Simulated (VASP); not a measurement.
A convergence study with VASP on PbF$_{2}$ (fluorite): one setting is varied, all else stays as given below, so the limit is that of these other settings.

```
PbF2
1.0
    0.00000     2.97000     2.97000
    2.97000     0.00000     2.97000
    2.97000     2.97000     0.00000
Pb F
1 2
Cartesian
  0.00000   0.00000   0.00000
  1.48500   1.48500   1.48500
  4.45500   4.45500   4.45500
```

All values below come from PBE GGA, VASP's PBE PAW potentials (set 64) (plane waves; VASP). The tightest run used: 700 eV cut-off, 15×15×15 Γ-centred mesh, tetrahedra with Blöchl corrections, potentials Pb_d F.

Unless said otherwise, spin-orbit coupling is left out, though it shifts the bands of the heavy elements here.

The reference is 15×15×15 mesh, which took about 80 core-seconds. The timings are rough (shared machines, no repeats); factors under 2 mean little.

Question: Of the settings 3×3×3 mesh; 4×4×4 mesh; 5×5×5 mesh; 6×6×6 mesh; 7×7×7 mesh; 8×8×8 mesh; 9×9×9 mesh; 10×10×10 mesh; 11×11×11 mesh; 12×12×12 mesh; 13×13×13 mesh; 14×14×14 mesh; 15×15×15 mesh, which is the lowest that keeps the difference from the reference in gap on the mesh (eV) within 0.02 from there on, and what does it cost?

Answer: 10×10×10 mesh; its cost over the reference is about 1/3.
```csv
setting,difference in gap on the mesh (eV),cost over the reference
3×3×3 mesh,0.257,about 1/9
4×4×4 mesh,0.010,about 1/7
5×5×5 mesh,0.104,about 1/6
6×6×6 mesh,0.011,about 1/5
7×7×7 mesh,0.034,about 1/5
8×8×8 mesh,0.010,about 1/4
9×9×9 mesh,0.026,about 1/3
10×10×10 mesh,0.000,about 1/3
11×11×11 mesh,0.008,about 1/2
12×12×12 mesh,0.010,within a factor of 2
13×13×13 mesh,0.006,within a factor of 2
14×14×14 mesh,0.005,within a factor of 2
15×15×15 mesh,0.000,reference
```

Left out are rungs that failed or repeat a setting and relaxations that didn't move; long series are thinned to 24 rows.

The compound is PbF2 in the fluorite structure, the β form. The cell was not relaxed at this level.
